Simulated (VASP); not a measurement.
OSZICAR of a VASP run on TiTe (relaxed from the rocksalt structure, space group I4/mmm):

File OSZICAR:
```
       N       E                     dE             d eps       ncg     rms          rms(c)
DAV:   1     0.108388548134E+03    0.10839E+03   -0.90103E+03  2652   0.136E+03
DAV:   2    -0.290576817297E+02   -0.13745E+03   -0.13459E+03  2777   0.364E+02
DAV:   3    -0.433418435465E+02   -0.14284E+02   -0.14047E+02  5118   0.981E+01
DAV:   4    -0.440767409506E+02   -0.73490E+00   -0.72882E+00  3141   0.203E+01
DAV:   5    -0.441237873904E+02   -0.47046E-01   -0.46571E-01  4123   0.439E+00    0.102E+01
DAV:   6    -0.391009826598E+02    0.50228E+01   -0.17889E+01  3553   0.498E+01    0.419E+00
DAV:   7    -0.391334419341E+02   -0.32459E-01   -0.25229E+00  3099   0.187E+01    0.330E+00
DAV:   8    -0.391858350106E+02   -0.52393E-01   -0.33081E-01  3196   0.368E+00    0.118E+00
DAV:   9    -0.391299898778E+02    0.55845E-01   -0.10725E-01  2902   0.372E+00    0.596E-01
DAV:  10    -0.391846502593E+02   -0.54660E-01   -0.37964E-02  2782   0.210E+00    0.314E-01
DAV:  11    -0.391844986773E+02    0.15158E-03   -0.71698E-03  3288   0.727E-01    0.156E-01
DAV:  12    -0.391847509065E+02   -0.25223E-03   -0.46153E-03  2857   0.639E-01    0.516E-02
DAV:  13    -0.391850771774E+02   -0.32627E-03   -0.35115E-03  2697   0.542E-01    0.609E-02
DAV:  14    -0.391861324929E+02   -0.10553E-02   -0.41492E-04  2772   0.195E-01    0.153E-02
DAV:  15    -0.391862036816E+02   -0.71189E-04   -0.72035E-05  2857   0.106E-01    0.829E-03
DAV:  16    -0.391862228598E+02   -0.19178E-04   -0.97448E-06  2957   0.439E-02    0.423E-03
DAV:  17    -0.391862270377E+02   -0.41778E-05   -0.32992E-06  3165   0.184E-02    0.192E-03
DAV:  18    -0.391862278138E+02   -0.77611E-06   -0.66402E-07  3018   0.897E-03    0.100E-03
DAV:  19    -0.391862275327E+02    0.28113E-06   -0.10086E-07  1651   0.493E-03    0.109E-03
DAV:  20    -0.391862277261E+02   -0.19346E-06   -0.33035E-08  1396   0.294E-03    0.642E-04
DAV:  21    -0.391862276785E+02    0.47579E-07   -0.47721E-09  1396   0.909E-04
   1 F= -.39186228E+02 E0= -.39187435E+02  d E =0.362196E-02
```

Task: Which electronic solver shows in the log?

Result: It is blocked Davidson (ALGO = Normal, or the opening steps of other solvers). The INCAR had ALGO = Normal.

Task: Can the final energy be trusted as converged?

Result: The run converged. It stopped with EDIFF = 1E-7, NELM = 100 (r2SCAN meta-GGA, plane waves, VASP's PBE PAW potentials (set 64)).

The structure was generated: TiTe was put into the rocksalt type (Fm-3m), which need not be its known phase. This cell was strained or had an atom moved on purpose. VASP warned that the highest band is occupied, so more bands are needed.
